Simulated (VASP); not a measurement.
OSZICAR of a VASP run on ZnS (zinc blende):

File OSZICAR:
```
       N       E                     dE             d eps       ncg     rms          rms(c)
DAV:   1     0.898558684630E+02    0.89856E+02   -0.92162E+03   910   0.166E+03
DAV:   2    -0.119531174443E+01   -0.91051E+02   -0.86600E+02  1003   0.288E+02
DAV:   3    -0.745000521428E+01   -0.62547E+01   -0.62258E+01  1115   0.757E+01
DAV:   4    -0.753773593020E+01   -0.87731E-01   -0.87645E-01  1015   0.932E+00
DAV:   5    -0.753899941532E+01   -0.12635E-02   -0.12635E-02  1085   0.113E+00    0.721E+00
DAV:   6    -0.715798312418E+01    0.38102E+00   -0.96050E-01  1302   0.383E+01    0.554E+00
DAV:   7    -0.714225031667E+01    0.15733E-01   -0.33475E-01   955   0.590E+00    0.259E+00
DAV:   8    -0.714081756154E+01    0.14328E-02   -0.58993E-03  1065   0.755E-01    0.696E-01
DAV:   9    -0.714108458316E+01   -0.26702E-03   -0.12082E-03  1053   0.338E-01    0.119E-01
DAV:  10    -0.714129687370E+01   -0.21229E-03   -0.28056E-04   945   0.185E-01    0.727E-02
DAV:  11    -0.714130245163E+01   -0.55779E-05   -0.46008E-05  1125   0.131E-01    0.102E-02
DAV:  12    -0.714130453759E+01   -0.20860E-05   -0.97146E-06  1194   0.569E-02    0.653E-03
DAV:  13    -0.714130410037E+01    0.43722E-06   -0.21605E-06  1252   0.341E-02    0.225E-03
DAV:  14    -0.714130408157E+01    0.18798E-07   -0.32928E-07  1045   0.579E-03
   1 F= -.71413041E+01 E0= -.71413041E+01  d E =-.329629E-17
```

### Question
Which electronic solver shows in the log?

### Answer
It is blocked Davidson (ALGO = Normal, or the opening steps of other solvers). The INCAR had ALGO = Normal.

### Question
Can the final energy be trusted as converged?

### Answer
Self-consistency was reached. It stopped with EDIFF = 1E-7, NELM = 100 (AM05 GGA, plane waves, VASP's PBE PAW potentials (set 64)).

The compound is ZnS in the zinc blende structure. It was relaxed first.
